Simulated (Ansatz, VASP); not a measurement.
**Two plane-wave programs on SiGeS3**

```
CELL_PARAMETERS angstrom
4.67951 0.00000 0.00000
0.00000 4.67951 0.00000
0.00000 0.00000 4.67951
ATOMIC_POSITIONS crystal
Si 0.00000 0.00000 0.00000
Ge 0.50000 0.50000 0.50000
S 0.00000 0.50000 0.50000
S 0.50000 0.00000 0.50000
S 0.50000 0.50000 0.00000
```

Alike in both runs: functional PBE; k mesh 4 × 4 × 4; occupations gaussian, width 0.1 eV; no spin polarisation.

Ansatz relaxed the structure, and its values are those at the end. VASP's run is a single point on that final structure, the one shown.

|  | VASP | Ansatz |
| --- | --- | --- |
| version | VASP 6.6.1 | Ansatz 0.2.0 |
| potentials or method | VASP PAW PBE potentials, release 64 (Si, Ge_d, S) | scalar-relativistic, plane waves, PAW |
| plane-wave cutoff (eV) | 520 | 420 |
| valence electrons in the cell | 36 | 36 |

```tsv
	VASP	Ansatz	Ansatz less VASP
gap on the k mesh at the Fermi level (eV)	none	none	-
pressure (GPa)	0.0	0.1	+0.10
```

A gap of «none» marks a metal or a gap that the smearing closes.
